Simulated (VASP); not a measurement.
```xyz
2
Lattice="0.0000 2.0277 2.0277 2.0277 0.0000 2.0277 2.0277 2.0277 0.0000" Properties=species:S:1:pos:R:3 pbc="T T T"
Li     0.0000     0.0000     0.0000
F      2.0277     2.0277     2.0277
```

The numbers are results of PBE0 hybrid, VASP's PBE PAW potentials (set 64) (plane waves; VASP), not measurements. Settings: 520 eV cut-off, 8×8×8 Γ-centred mesh, Gaussian smearing of 0.050 eV, potentials Li_sv F.

Problem. Give the stress tensor in GPa (positive for a compressed cell).

Solution. 
```
-2.57   0.00   0.00
 0.00  -2.57   0.00
 0.00   0.00  -2.57
```
The pressure is its mean diagonal, -2.57 GPa.

The compound is LiF in the rock salt structure. It was relaxed first. The cell's shape comes from a PBE relaxation.
